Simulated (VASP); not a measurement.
All values below come from vdW-DF-cx, VASP's PBE PAW potentials (set 64) (plane waves; VASP).

VASP input:

**INCAR**
```
ISMEAR = 1
LUSE_VDW = .TRUE.
ENCUT = 520   ! plane-wave cut-off (eV)
LREAL = .FALSE.   ! projection in real space or not
AGGAC = 0.0
ALGO = Normal   ! blocked Davidson
GGA = CX
EDIFF = 1E-7   ! SCF stop (eV)
SIGMA = 0.1
LWAVE = .FALSE.
LASPH = .TRUE.   ! aspherical one-centre terms
LCHARG = .FALSE.
NELM = 100
ISIF = 2   ! forces and stress, cell fixed
LMAXMIX = 4
PREC = Accurate
SYSTEM = V
```

File POSCAR:
```
V
2.6141860
 -0.5773503199   0.5773503199   0.5773503199
  0.5773503199  -0.5773503199   0.5773503199
  0.5773503199   0.5773503199  -0.5773503199
V
1
Cartesian
  0.0000000000   0.0000000000   0.0000000000
```

### KPOINTS
```
Automatic mesh
0
Gamma
17 17 17
0 0 0
```

POTCAR, in this order: V_sv (PBE.64 set). Program: vasp_std.

Problem. What does the run give for the energy per atom (σ→0), pressure, band gap (on the k-mesh)?

Solution. 
The energy per atom (σ→0) comes out as -6.194 eV/atom, the band gap (on the k-mesh) is none (metal, semimetal or under 0.01 eV) and the pressure is -9.87 GPa.

File OSZICAR:
```
...
DAV:   7    -0.620260686183E+01    0.18286E-01   -0.23425E-02  3318   0.252E+00    0.878E-01
DAV:   8    -0.619408052397E+01    0.85263E-02   -0.70352E-03  3346   0.144E+00    0.612E-02
DAV:   9    -0.619413620318E+01   -0.55679E-04   -0.68252E-05  3326   0.138E-01    0.335E-02
DAV:  10    -0.619414849075E+01   -0.12288E-04   -0.11806E-05  3318   0.401E-02    0.221E-03
DAV:  11    -0.619414887535E+01   -0.38460E-06   -0.10380E-07  1916   0.541E-03    0.880E-04
DAV:  12    -0.619414901107E+01   -0.13572E-06   -0.44989E-08  1660   0.360E-03    0.518E-04
DAV:  13    -0.619414902125E+01   -0.10180E-07   -0.65145E-09  1650   0.143E-03
   1 F= -.61941490E+01 E0= -.61937982E+01  d E =-.105235E-02
```

The compound is V in the bcc structure. This cell is one point of a volume scan, at 1.06 of the reference volume. The run is not spin-polarised, so no magnetic state was tried.
